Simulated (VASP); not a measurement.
An input for Ansatz (written as the equivalent of a VASP run, and not itself run):

Ansatz 0.2 input:
```yaml
crystal:
  lattice:
    - [3.8068267, 0.0000000, 0.0000000]
    - [-1.9034134, 3.2968086, 0.0000000]
    - [0.0000000, 0.0000000, 6.7204904]
  atoms:
    - { symbol: Ba, position: [1.0000000, 0.0000000, 1.0000000] }
    - { symbol: Ba, position: [1.0000000, 0.0000000, 0.5000000] }
    - { symbol: O, position: [0.3333330, 0.6666670, 0.2500000] }
    - { symbol: O, position: [0.6666670, 0.3333330, 0.7500000] }
kpoints:
  mp_grid: { grid: [9, 9, 5] }
hamiltonian:
  xc: pbesol
  pseudopotentials: { kind: paw }
scf:
  occupations: { method: tetrahedron }
  max_iter: 100
output: { forces: true, stress: true, eigenvalues: true }
```

### Question
Write the VASP files for the same calculation (PBEsol).

### Answer
This is not unique; one that fits is 
### POSCAR
```
BaO
1
    3.8068267006     0.0000000000     0.0000000000
   -1.9034133502     3.2968085756    -0.0000000000
   -0.0000000000    -0.0000000000     6.7204904360
Ba O
2 2
Direct
  1.0000000000   0.0000000000   1.0000000000
  1.0000000000   0.0000000000   0.5000000000
  0.3333330000   0.6666670000   0.2500000000
  0.6666670000   0.3333330000   0.7500000000
```

**INCAR**
```
# general
SYSTEM   =  BaO
PREC     =  Accurate
ENCUT    =  520
LREAL    =  .FALSE.
LASPH    =  .TRUE.

# electronic loop
EDIFF    =  1E-7
NELM     =  100
ALGO     =  Normal
LMAXMIX  =  4

# smearing
ISMEAR   =  -5

# functional
GGA      =  PS

# ions
ISIF     =  2

# output
LWAVE    =  .FALSE.
LCHARG   =  .TRUE.
LORBIT   =  11
NEDOS    =  601
```

**KPOINTS**
```
Automatic mesh
0
G
  9 9 5
0 0 0
```

POTCAR, in this order: Ba_sv O (PBE.64 set). Program: vasp_std.

Limits of the translation: each code has its own PAW files, so the cut-off isn't converted (ENCUT is set for VASP's; basis.ecutwfc is left out, and Ansatz then takes the one that its files recommend); Ansatz stops its SCF on the density residual and VASP on the energy change (EDIFF).

The structure was generated: BaO was put into the NiAs type type (P6_3/mmc), which need not be its known phase. It was relaxed first, which changed the volume by -22 %.
